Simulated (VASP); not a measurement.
# HfB2: how cutoff and mesh change the relaxed cell

How far does the relaxed cell of HfB2 depend on cutoff and k mesh? The starting structure is a measured crystal structure from the Crystallography Open Database.

Method: Kohn-Sham DFT with plane waves and PAW; PBEsol, in VASP 6.6.1.

## Step 1: The structure

The structure is hexagonal, space group P6/mmm (No. 191). The conventional cell has a = 3.140 Å, b = 3.140 Å, c = 3.480 Å, α = 90.00°, β = 90.00°, γ = 120.00°. Nearest to Hf lie 12 B at 2.51 Å. Nearest to B lie 3 B at 1.81 Å and 6 Hf at 2.51 Å. Farther neighbours are not listed.

As a file:

```
Hf B
1.0
     3.14000    0.00000    0.00000
    -1.57000    2.71932    0.00000
     0.00000    0.00000    3.48000
Hf B
1 2
Direct
  0.00000 0.00000 0.00000
  0.66667 0.33333 0.50000
  0.33333 0.66667 0.50000
```

## Step 2: Reference relaxation

Input file INCAR:

```
SYSTEM = HfB2
PREC = Accurate
ENCUT = 450
EDIFF = 1E-06
NELM = 100
ISMEAR = 1
SIGMA = 0.1
LREAL = .FALSE.
ALGO = Normal
GGA = PS
NBANDS = 14
LORBIT = 11
LWAVE = .FALSE.
LCHARG = .FALSE.
KPAR = 2
IBRION = 2
NSW = 50
ISIF = 3
EDIFFG = -0.01
```

Input file POSCAR:

```
HfB2
1.0
    3.1400000000      0.0000000000      0.0000000000
   -1.5700000000      2.7193197679      0.0000000000
    0.0000000000      0.0000000000      3.4800000000
Hf B
1 2
Direct
    0.0000000000      0.0000000000      0.0000000000
    0.6666666667      0.3333333333      0.5000000000
    0.3333333333      0.6666666667      0.5000000000
```

Input file KPOINTS:

```
Automatic mesh
0
Gamma
10 10 8
0 0 0
```

The projector-augmented-wave data sets are Hf_pv and B (PBE family, release 64).

Started as:

```bash
$ mpirun -np 2 vasp_std
```

Log:

```text
[banner, memory and clock lines left out]
running    2 mpi-ranks, on    1 nodes
 distrk:  each k-point on    1 cores,    2 groups
 distr:  one band on    1 cores,    1 groups

 POSCAR found type information on POSCAR HfB
 POSCAR found :  2 types and       3 ions
|                                                                             |
|               ----> ADVICE to this user running VASP <----                  |
|                                                                             |
|     You enforced a specific xc type in the INCAR file but a different       |
|     [... a line on the potential file left out ...]
|     I HOPE YOU KNOW WHAT YOU ARE DOING!                                     |
|                                                                             |

 LDA part: xc-table for (Slater+PW92), standard interpolation
 POSCAR, INCAR and KPOINTS ok, starting setup
 FFT: planning ... GRIDC
 FFT: planning ... GRID_SOFT
 FFT: planning ... GRID
 WAVECAR not read
 entering main loop
       N       E                     dE             d eps       ncg     rms          rms(c)
DAV:   1     0.208088206468E+02    0.20809E+02   -0.73770E+03  1968   0.966E+02
DAV:   2    -0.286491184315E+02   -0.49458E+02   -0.46264E+02  2556   0.208E+02
DAV:   3    -0.300534078241E+02   -0.14043E+01   -0.13956E+01  2566   0.261E+01
DAV:   4    -0.300602473318E+02   -0.68395E-02   -0.68370E-02  2242   0.220E+00
DAV:   5    -0.300602952273E+02   -0.47895E-04   -0.47890E-04  2578   0.155E-01    0.534E+01
DAV:   6    -0.279687151108E+02    0.20916E+01   -0.32704E+00  2362   0.123E+01    0.388E+01
DAV:   7    -0.279233748380E+02    0.45340E-01   -0.11040E+00  2446   0.741E+00    0.109E+01
DAV:   8    -0.278581867667E+02    0.65188E-01   -0.29803E-01  2326   0.396E+00    0.159E+00
DAV:   9    -0.278540754903E+02    0.41113E-02   -0.23097E-02  2320   0.119E+00    0.388E-01
DAV:  10    -0.278539003296E+02    0.17516E-03   -0.81957E-04  2404   0.238E-01    0.262E-01
DAV:  11    -0.278539056523E+02   -0.53227E-05   -0.62605E-05  2458   0.598E-02    0.114E-01
DAV:  12    -0.278539030631E+02    0.25892E-05   -0.45315E-06  2284   0.165E-02    0.138E-02
DAV:  13    -0.278539031493E+02   -0.86162E-07   -0.24484E-07  1082   0.417E-03
   1 F= -.27853903E+02 E0= -.27853723E+02  d E =-.278539E+02
[...]
2 F= -.27848772E+02 E0= -.27848595E+02  d E =0.513142E-02
[...]
3 F= -.27861136E+02 E0= -.27860958E+02  d E =-.723322E-02
[...]
4 F= -.27861135E+02 E0= -.27860956E+02  d E =-.723161E-02
 curvature:  -0.21 expect dE=-0.528E-04 dE for cont linesearch -0.161E-05
 ZBRENT: accuracy reached
 trial: gam= 0.02307 g(F)=  0.127E-49 g(S)=  0.252E-03 ort =-0.501E-03 (trialstep = 0.889E+00)
 search vector abs. value=  0.247E-03
 bond charge predicted
       N       E                     dE             d eps       ncg     rms          rms(c)
DAV:   1    -0.278613631241E+02   -0.22743E-03   -0.98004E-03  2038   0.764E-01    0.132E-01
DAV:   2    -0.278612780523E+02    0.85072E-04   -0.12531E-04  2464   0.887E-02    0.568E-02
DAV:   3    -0.278612423392E+02    0.35713E-04   -0.30329E-05  2474   0.412E-02    0.168E-02
DAV:   4    -0.278612403540E+02    0.19852E-05   -0.36252E-06  2482   0.145E-02    0.101E-02
DAV:   5    -0.278612403081E+02    0.45882E-07   -0.17299E-07  1034   0.302E-03
   5 F= -.27861240E+02 E0= -.27861060E+02  d E =-.105547E-03
 trial-energy change:   -0.000106  1 .order   -0.000106   -0.000214    0.000001
 step:   0.8836(harm=  0.8836)  dis= 0.00000  next Energy=   -27.861241 (dE=-0.106E-03)
 reached required accuracy - stopping structural energy minimisation
```

The job ended after 11 s (2 MPI ranks of Intel Xeon 6975P-C (Granite Rapids), shared host; peak memory 0.28 GiB).

The logs omit lines about the potential files and the build; timing stands in the text.

From OUTCAR (step 2):

```text
ion  position               nearest neighbor table
   1  0.000  0.000  0.000-   2 2.51   3 2.51   2 2.51   3 2.51   2 2.51   2 2.51   3 2.51   3 2.51
                             2 2.51   2 2.51   3 2.51   3 2.51
   2  0.667  0.333  0.500-   3 1.81   3 1.81   3 1.81   1 2.51   1 2.51   1 2.51   1 2.51   1 2.51
                             1 2.51
   3  0.333  0.667  0.500-   2 1.81   2 1.81   2 1.81   1 2.51   1 2.51   1 2.51   1 2.51   1 2.51
                             1 2.51

  LATTYP: Found a hexagonal cell.
 ALAT       =     3.1400000000
 C/A-ratio  =     1.1082802548

 Subroutine GETGRP returns: Found 24 space group operations
 (whereof 24 operations were pure point group operations)

The static configuration has the point symmetry D_6h.

 Found     70 irreducible k-points:

   k-points           NKPTS =     70   k-points in BZ     NKDIM =     70   number of bands    NBANDS=     14

   dimension x,y,z NGX =    24 NGY =   24 NGZ =   24
   dimension x,y,z NGXF=    48 NGYF=   48 NGZF=   48

   ENCUT  =  450.0 eV  33.07 Ry    5.75 a.u.   5.43  5.43  6.02*2*pi/ulx,y,z

   NELECT =      16.0000    total number of electrons

 k-points in reciprocal lattice and weights: Automatic mesh
   0.00000000  0.00000000  0.00000000       0.001
   0.10000000  0.00000000  0.00000000       0.007
   0.20000000  0.00000000  0.00000000       0.007
   0.30000000  0.00000000  0.00000000       0.007
   0.40000000  0.00000000  0.00000000       0.007
   0.50000000  0.00000000  0.00000000       0.004
   0.10000000  0.10000000  0.00000000       0.007
   0.20000000  0.10000000  0.00000000       0.015
   0.30000000  0.10000000  0.00000000       0.015
[...]
0.40000000  0.20000000  0.50000000       0.007
   0.30000000  0.30000000  0.50000000       0.007

 average (electrostatic) potential at core
       1 -33.9153       2 -25.0187       3 -25.0187

 E-fermi :   7.5257

 k-point     1 :       0.0000    0.0000    0.0000
  band No.  band energies     occupation
    ...
      4      -6.1295      2.00000
      5       4.6165      2.00000
      6       4.7466      2.00000
      7       4.7466      2.00000
      8       4.9739      2.00000
      9      11.7708      0.00000
     10      11.7708      0.00000
     11      12.4760      0.00000
     12      12.4760      0.00000
     13      12.7503      0.00000
    ...

 k-point     2 :       0.1000    0.0000    0.0000
  band No.  band energies     occupation
    ...
      4      -5.9095      2.00000
      5       4.1565      2.00000
      6       4.7398      2.00000
      7       4.7767      2.00000
      8       4.8315      2.00000
      9      11.0603      0.00000
     10      11.6182      0.00000
     11      11.6431      0.00000
     12      12.0344      0.00000
     13      13.4360      0.00000
    ...

 k-point     3 :       0.2000    0.0000    0.0000
  band No.  band energies     occupation
    ...
      4      -5.2850      2.00000
      5       2.8402      2.00000
      6       4.3398      2.00000
      7       4.6692      2.00000
      8       5.2647      2.00000
      9       9.9234      0.00000
     10      11.2507      0.00000
     11      11.4708      0.00000
     12      11.9640      0.00000
     13      13.8700      0.00000
    ...

  Total        0.0149498      0.0149498      0.0150343      0.0000000     -0.0000000      0.0000000
  in kB        0.8205181      0.8205181      0.8251585      0.0000000     -0.0000000      0.0000000
  external PRESSURE =       0.8220649 kB  Pullay stress =       0.0000000 kB

  energy-cutoff  :      450.00
  volume of cell :       29.19
      direct lattice vectors                 reciprocal lattice vectors
     3.124555066  0.000000000  0.000000000     0.320045568  0.184778395  0.000000000
    -1.562277533  2.705944063 -0.000000000    -0.000000000  0.369556789  0.000000000
    -0.000000000 -0.000000000  3.452634718    -0.000000000  0.000000000  0.289633883

 POSITION                                       TOTAL-FORCE (eV/Angst)
 -----------------------------------------------------------------------------------
      3.12456      0.00000      0.00000        -0.000000      0.000000     -0.000000
      1.56228      0.90198      1.72632         0.000000      0.000000      0.000000
     -0.00000      1.80396      1.72632        -0.000000     -0.000000     -0.000000
 -----------------------------------------------------------------------------------
    total drift:                                0.000000      0.000000     -0.000000

  FREE ENERGIE OF THE ION-ELECTRON SYSTEM (eV)
  ---------------------------------------------------
  free  energy   TOTEN  =       -27.8612403081 eV

  energy  without entropy=      -27.8607006184  energy(sigma->0) =      -27.86106041

 reached required accuracy - stopping structural energy minimisation

 total charge
# of ion       s       p       d       tot
------------------------------------------
    1        0.304   6.610   1.883   8.798
    2        0.664   1.286   0.000   1.950
    3        0.664   1.286   0.000   1.950
--------------------------------------------------
tot          1.633   9.181   1.883  12.698

[... 3 further parts left out ...]
```

CONTCAR:

```
HfB2
   1.00000000000000
     3.1245550658683854    0.0000000000000000    0.0000000000000000
    -1.5622775329341927    2.7059440625819953   -0.0000000000000000
    -0.0000000000000000   -0.0000000000000000    3.4526347184126109
  Hf              B
     1     2
Direct
     1.0000000000000000    0.0000000000000000    0.0000000000000000
     0.6666666667000030    0.3333333332999970    0.5000000000000000
     0.3333333332999970    0.6666666667000030    0.5000000000000000
```

The PAW data sets were made with PBE, which is usual practice but a small mismatch for other functionals. The run keeps the 24 symmetry operations of its start, so it cannot find a distortion of lower symmetry.

The reference relaxation ends at 9.731 Å³ an atom. Pressures at 0.985 and 1.015 times this volume, from two more relaxations that aren't shown, give a bulk modulus of 264.9 GPa.

## Step 3: Relaxation with a cutoff of 320 eV

Against step 2 the input has ENCUT = 320.

Edit INCAR of step 2 so:

```diff
@@ -2,3 +2,3 @@
 PREC = Accurate
-ENCUT = 450
+ENCUT = 320
 EDIFF = 1E-06
```

POSCAR is that of step 2.

KPOINTS is that of step 2.

Started as:

```bash
$ mpirun -np 2 vasp_std
```

Log:

```text
[banner, memory and clock lines left out]
running    2 mpi-ranks, on    1 nodes
[...]
[... a notice as in an earlier step ...]

 LDA part: xc-table for (Slater+PW92), standard interpolation
 POSCAR, INCAR and KPOINTS ok, starting setup
[...]
entering main loop
       N       E                     dE             d eps       ncg     rms          rms(c)
DAV:   1     0.127254114612E+02    0.12725E+02   -0.60057E+03  1968   0.739E+02
DAV:   2    -0.289528302034E+02   -0.41678E+02   -0.39341E+02  2598   0.175E+02
DAV:   3    -0.300379367629E+02   -0.10851E+01   -0.10798E+01  2548   0.219E+01
DAV:   4    -0.300427298137E+02   -0.47931E-02   -0.47926E-02  2272   0.180E+00
[...]
DAV:  11    -0.278392916035E+02   -0.45596E-05   -0.59942E-05  2464   0.577E-02    0.103E-01
DAV:  12    -0.278392892631E+02    0.23404E-05   -0.43881E-06  2278   0.160E-02    0.110E-02
DAV:  13    -0.278392893849E+02   -0.12174E-06   -0.26166E-07  1118   0.420E-03
   1 F= -.27839289E+02 E0= -.27839110E+02  d E =-.278393E+02
[... from here on, the cycles between the ionic steps are left out ...]
   2 F= -.27830169E+02 E0= -.27829993E+02  d E =0.912034E-02
   3 F= -.27849565E+02 E0= -.27849387E+02  d E =-.102756E-01
   4 F= -.27849564E+02 E0= -.27849386E+02  d E =-.102745E-01
   5 F= -.27849679E+02 E0= -.27849499E+02  d E =-.114808E-03
 trial-energy change:   -0.000115  1 .order   -0.000115   -0.000233    0.000003
 step:   0.8738(harm=  0.8738)  dis= 0.00000  next Energy=   -27.849679 (dE=-0.115E-03)
 reached required accuracy - stopping structural energy minimisation
```

It took 10 s on 2 MPI ranks; peak memory 0.24 GiB; 19 s of CPU time.

Parts of OUTCAR (step 3):

```text
  Total        0.0144048      0.0144048      0.0155333      0.0000000      0.0000000     -0.0000000
  in kB        0.7930766      0.7930766      0.8552111      0.0000000      0.0000000     -0.0000000
  external PRESSURE =       0.8137881 kB  Pullay stress =       0.0000000 kB

 POSITION                                       TOTAL-FORCE (eV/Angst)
 -----------------------------------------------------------------------------------
     -0.00000     -0.00000      3.44926        -0.000000     -0.000000      0.000000
      1.56060      0.90101      1.72463         0.000000     -0.000000      0.000000
     -0.00000      1.80203      1.72463        -0.000000      0.000000     -0.000000
 -----------------------------------------------------------------------------------
    total drift:                                0.000000      0.000000     -0.000000

  FREE ENERGIE OF THE ION-ELECTRON SYSTEM (eV)
  ---------------------------------------------------
  free  energy   TOTEN  =       -27.8496787211 eV

  energy  without entropy=      -27.8491394064  energy(sigma->0) =      -27.84949895

[... 2 parts as in an earlier step ...]

[... 2 further parts left out ...]
[key lines of the parts left out:]
E-fermi :   7.5519
```

With a cutoff of 320 eV the cell ends at 9.700 Å³ an atom, -0.31 % from the reference; the bulk modulus is 266.1 GPa against 264.9 GPa.

## Step 4: Relaxation with a 6×6×5 mesh

Against step 2 the input has a 6×6×5 mesh.

Edit INCAR of step 3 so:

```diff
@@ -2,3 +2,3 @@
 PREC = Accurate
-ENCUT = 320
+ENCUT = 450
 EDIFF = 1E-06
```

POSCAR is that of step 3.

Input file KPOINTS:

```
Automatic mesh
0
Gamma
6 6 5
0 0 0
```

Started as:

```bash
$ mpirun -np 2 vasp_std
```

Log:

```text
[... set-up lines as in an earlier step ...]
 entering main loop
       N       E                     dE             d eps       ncg     rms          rms(c)
DAV:   1     0.209844002382E+02    0.20984E+02   -0.73358E+03   588   0.965E+02
DAV:   2    -0.287555598232E+02   -0.49740E+02   -0.47390E+02   738   0.216E+02
DAV:   3    -0.300247182359E+02   -0.12692E+01   -0.12616E+01   782   0.256E+01
DAV:   4    -0.300306685431E+02   -0.59503E-02   -0.59500E-02   642   0.210E+00
[...]
DAV:  11    -0.278065949153E+02   -0.72334E-06   -0.52462E-05   726   0.526E-02    0.109E-01
DAV:  12    -0.278065915842E+02    0.33311E-05   -0.82744E-06   696   0.222E-02    0.213E-02
DAV:  13    -0.278065916856E+02   -0.10145E-06   -0.31262E-07   342   0.489E-03
   1 F= -.27806592E+02 E0= -.27806329E+02  d E =-.278066E+02
[... from here on, the cycles between the ionic steps are left out ...]
   2 F= -.27804484E+02 E0= -.27804197E+02  d E =0.210779E-02
   3 F= -.27814710E+02 E0= -.27814448E+02  d E =-.811840E-02
   4 F= -.27814707E+02 E0= -.27814445E+02  d E =-.811525E-02
   5 F= -.27815386E+02 E0= -.27815094E+02  d E =-.678811E-03
   6 F= -.27815394E+02 E0= -.27815106E+02  d E =-.686876E-03
[...]
reached required accuracy - stopping structural energy minimisation
```

Run time: 6.8 s. Hardware: 2 MPI ranks; peak memory 0.26 GiB; 12 s of CPU time.

From OUTCAR (step 4):

```text
  Total        0.0168377      0.0168377      0.0214266      0.0000000      0.0000000     -0.0000000
  in kB        0.9240470      0.9240470      1.1758841      0.0000000      0.0000000     -0.0000000
  external PRESSURE =       1.0079927 kB  Pullay stress =       0.0000000 kB

 POSITION                                       TOTAL-FORCE (eV/Angst)
 -----------------------------------------------------------------------------------
      3.13191      0.00000     -0.00000         0.000000      0.000000      0.000000
      1.56595      0.90410      1.71839         0.000000     -0.000000     -0.000000
     -0.00000      1.80821      1.71839        -0.000000     -0.000000      0.000000
 -----------------------------------------------------------------------------------
    total drift:                                0.000000      0.000000     -0.000000

  FREE ENERGIE OF THE ION-ELECTRON SYSTEM (eV)
  ---------------------------------------------------
  free  energy   TOTEN  =       -27.8153938073 eV

  energy  without entropy=      -27.8145318113  energy(sigma->0) =      -27.81510648

[... 1 part as in an earlier step ...]

[... 3 further parts left out ...]
[key lines of the parts left out:]
E-fermi :   7.3833
```

With a 6×6×5 mesh the cell ends at 9.731 Å³ an atom, +0.01 % from the reference, a by +0.2 % and c by -0.5 %; the bulk modulus is 265.2 GPa against 264.9 GPa.

## Step 5: Relaxation with a cutoff of 540 eV

Against step 2 the input has ENCUT = 540.

Edit INCAR of step 4 so:

```diff
@@ -2,3 +2,3 @@
 PREC = Accurate
-ENCUT = 450
+ENCUT = 540
 EDIFF = 1E-06
```

POSCAR is that of step 4.

Input file KPOINTS:

```
Automatic mesh
0
Gamma
10 10 8
0 0 0
```

Started as:

```bash
$ mpirun -np 2 vasp_std
```

Log:

```text
[... set-up lines as in an earlier step ...]
 entering main loop
       N       E                     dE             d eps       ncg     rms          rms(c)
DAV:   1     0.288227654815E+02    0.28823E+02   -0.83411E+03  1960   0.112E+03
DAV:   2    -0.284633756583E+02   -0.57286E+02   -0.53507E+02  2546   0.233E+02
DAV:   3    -0.300541249973E+02   -0.15907E+01   -0.15814E+01  2614   0.287E+01
DAV:   4    -0.300622846681E+02   -0.81597E-02   -0.81584E-02  2266   0.246E+00
[...]
DAV:  11    -0.278555700625E+02   -0.48407E-05   -0.60214E-05  2530   0.587E-02    0.116E-01
DAV:  12    -0.278555674317E+02    0.26308E-05   -0.46814E-06  2266   0.170E-02    0.132E-02
DAV:  13    -0.278555675119E+02   -0.80205E-07   -0.24483E-07  1100   0.423E-03
   1 F= -.27855568E+02 E0= -.27855388E+02  d E =-.278556E+02
[...]
2 F= -.27850392E+02 E0= -.27850215E+02  d E =0.517570E-02
[...]
3 F= -.27862896E+02 E0= -.27862718E+02  d E =-.732861E-02
[...]
4 F= -.27862895E+02 E0= -.27862716E+02  d E =-.732701E-02
[...]
5 F= -.27863003E+02 E0= -.27862823E+02  d E =-.108007E-03
 trial-energy change:   -0.000108  1 .order   -0.000109   -0.000219    0.000001
 step:   0.8840(harm=  0.8840)  dis= 0.00000  next Energy=   -27.863003 (dE=-0.109E-03)
 reached required accuracy - stopping structural energy minimisation
```

It took 16 s on 2 MPI ranks; peak memory 0.31 GiB.

(Continued in part 2 of 2.)

[Lines on the potential files, build, host, timing and source positions are cut from VASP's logs without a mark.]

[Logs are printed without paths, hosts, clocks, repeated set-up lines and the standing remarks that a program may print on its own settings, such as how far it seeks lower states.]

[Hosts, paths, dates, database ids (printed as entryN), source tags and the programs' standing remarks are cut or masked in the printed files.]
